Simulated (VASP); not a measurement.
Band gaps of Te2W from VASP (PAW), without and with spin-orbit coupling. Semilocal levels are at their own relaxed cell, hybrids and mBJ at PBE's; 0.00 means no gap at that level.  The cell holds a wide vacuum, so values per volume refer to the whole cell. Unless said otherwise, spin-orbit coupling is left out, though it shifts the bands of the heavy elements here.

The cell of the PBEsol run:

```cif
data_Te2W
_chemical_formula_sum 'Te2 W1'
_space_group_name_H-M_alt 'P 1'
_space_group_IT_number 1
_cell_length_a 3.49568
_cell_length_b 3.49568
_cell_length_c 17.50991
_cell_angle_alpha 90.000
_cell_angle_beta 90.000
_cell_angle_gamma 120.000
loop_
_space_group_symop_operation_xyz
  'x, y, z'
loop_
_atom_site_label
_atom_site_type_symbol
_atom_site_fract_x
_atom_site_fract_y
_atom_site_fract_z
_atom_site_occupancy
Te1 Te 0.33333 0.66667 0.89647 1
Te2 Te 0.33333 0.66667 0.10353 1
W1 W 0.00000 0.00000 0.00000 1
```

| level | gap without SOC (eV) | gap with SOC (eV) | shift (eV) |
|---|---|---|---|
| PBEsol | 1.20 | … | … |

**Question.** Fill in the missing entries.

**Answer.** 
- PBEsol, gap with SOC (eV): 0.88
- PBEsol, shift (eV): -0.32

Only levels that ran to the end are used. Left out are those held back, those with too coarse a band path, GW runs whose mesh misses a band edge, hybrids' fits of cells that aren't cubic and levels without matching references; a question may draw on a part of the rest.

The cell is a sheet or thin cut with vacuum, built from a database entry that may be metastable or hypothetical.
